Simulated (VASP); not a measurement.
Crystal: Lu.

```
Lu
1.0
     3.51805    0.00000    0.00000
    -1.75903    3.04672    0.00000
     0.00000    0.00000    5.44608
Lu
2
Direct
  0.33333 0.66667 0.25000
  0.66667 0.33333 0.75000
```

| Quantity | Value |
| --- | --- |
| Program | VASP 6.6.1 |
| Task | relaxation of cell and atoms |
| Functional | PBEsol |
| Potentials or basis | VASP PAW PBE potentials, release 64 (Lu) |
| Cutoff | 480 eV |
| k mesh | 15 × 15 × 8 |
| Occupations | gaussian, width 0.1 eV |
| Spin | no spin polarisation |

At the start: pressure -2.7 GPa; volume 29.19 Å³/atom.

How do energy, volume and symmetry change on relaxing?

Over 5 steps the energy falls by 14.3 meV/atom and the volume is 27.55 Å³/atom (-5.6 %); space group P6_3/mmc (No. 194, to 0.05 Å).

Step by step:
| step | energy change (eV) | largest force (eV/Å) | pressure (GPa) | volume (Å³) |
| --- | --- | --- | --- | --- |
| 1 | 0.0000 | 0.0000 | -2.67 | 58.37 |
| 2 | -0.0270 | 0.0000 | 0.67 | 54.35 |
| 3 | -0.0286 | 0.0000 | -0.01 | 55.08 |
| 4 | -0.0285 | 0.0000 | 0.07 | 55.01 |
| 5 | -0.0286 | 0.0000 | -0.02 | 55.11 |

Final structure:
```xyz
2
Lattice="3.4478 0.0000 0.0000 -1.7239 2.9859 0.0000 0.0000 0.0000 5.3530" Properties=species:S:1:pos:R:3 pbc="T T T"
Lu    0.0000    1.9906    1.3383
Lu    1.7239    0.9953    4.0148
```

Caveat: the PAW data sets were made with another functional, which shifts forces and pressure a little.
